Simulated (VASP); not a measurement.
Given:

```
CELL_PARAMETERS angstrom
     -2.11148     2.11148     6.74222
      2.11148    -2.11148     6.74222
      2.11148     2.11148    -6.74222
ATOMIC_POSITIONS crystal
  Ca 0.75000 0.25000 0.50000
  Ca 0.00000 0.00000 0.00000
  Si 0.33482 0.83482 0.50000
  Si 0.58482 0.58482 0.00000
  Si 0.41518 0.41518 0.00000
  Si 0.16518 0.66518 0.50000
```

All values below come from PBEsol GGA, VASP's PBE PAW potentials (set 64) (plane waves; VASP 6.6.1). Settings: 400 eV cut-off, Gaussian smearing of 0.050 eV, potentials Ca_sv Si.

Q: Give the energies of bands 11 to 21 at the high-symmetry points, in eV from the Fermi level.

A: 
```csv
band,Γ,X,P,N,M,S,R
11,-8.17,-7.37,-7.37,-8.19,-5.36,-7.95,-7.32
12,-3.53,-7.37,-7.37,-5.82,-5.36,-5.53,-7.32
13,-3.53,-4.22,-4.20,-3.89,-3.60,-4.65,-4.23
14,-2.20,-4.22,-4.20,-3.70,-3.60,-3.63,-4.23
15,-2.14,-2.63,-2.90,-3.62,-1.85,-2.90,-2.71
16,-2.14,-2.63,-2.90,-1.23,-1.85,-1.55,-2.71
17,-1.89,-2.42,-2.11,-0.61,-1.53,-1.04,-2.28
18,-0.67,-2.42,-2.11,-0.59,-1.53,-0.53,-2.28
19,0.21,1.47,1.12,-0.21,0.98,-0.53,1.43
20,1.10,1.47,1.12,0.38,0.98,1.43,1.43
21,1.65,2.85,3.66,1.99,1.89,2.35,2.96
```

It has no gap at this level: it comes out as a metal or semimetal.

The structure comes from a computed database's CaSi2 entry (I4_1/amd); how it stands against other phases isn't given here. It was relaxed first.
